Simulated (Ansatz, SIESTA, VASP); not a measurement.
Code comparison for MoSi2 (P1, 3 atoms in the cell)

Self-consistent single point.

```
CELL_PARAMETERS angstrom
     -1.60500     1.60500     3.92500
      1.60500    -1.60500     3.92500
      1.60500     1.60500    -3.92500
ATOMIC_POSITIONS crystal
  Si 0.65498 0.67219 0.00563
  Si 0.34358 0.34846 0.02831
  Mo 0.00144 0.97936 0.96605
```

Shared settings, as Ansatz (an electronic-structure program) writes them: kpoints.mp_grid.grid = 5 5 7; magnetization.spin_orbit = true; scf.occupations.method = fermi_dirac; scf.occupations.width = 0.1 eV. Potentials and cutoffs stand in the table.

| code | model | pressure (GPa) | largest force (eV/Å) | cutoff |
|---|---|---|---|---|
| Ansatz | PBE with spin-orbit coupling, default PAW files | 3.66 | 1.702 | default |
| SIESTA | GGA PBE with spin-orbit coupling, numerical atomic orbitals DZP, PseudoDojo PBE fully relativistic norm-conserving potentials (rewritten from UPF to PSML) | – | 1.733 | grid 400 Ry |
| VASP | PBE, spin-orbit coupling, VASP's PBE PAW potentials (set 64) | 3.55 | 1.715 | 300 eV |

Size of the force on each atom (eV/Å): Sizes of forces hide their directions.

| code | Si1 | Si2 | Mo3 |
|---|---|---|---|
| Ansatz | 1.019 | 0.787 | 1.702 |
| SIESTA | 1.069 | 0.774 | 1.733 |
| VASP | 1.030 | 0.790 | 1.715 |

A dash marks a value that a program does not give, or that is left out as unsure.

The spread over the programs that give each value: pressure within 0.11 GPa; largest force within 0.031 eV/Å.

SIESTA uses small atom-centred bases, whose incompleteness enters pressures, forces and empty levels differently from a plane-wave cutoff. Ansatz's pressure is given at a fixed set of plane waves, as the other plane-wave codes print theirs; with its correction for the finite basis it is 3.70 GPa.

VASP's run is marked for a possible Pulay error in its stress at this cutoff; no cutoff test was made.

The starting cell has typed, rounded lattice constants, without a prior relaxation at this level. Its atoms were displaced at random from the sites of space group no. 139.

Left out of this page: Elk (not drawn, or without a comparable value).

Keys are those of Ansatz 0.2.
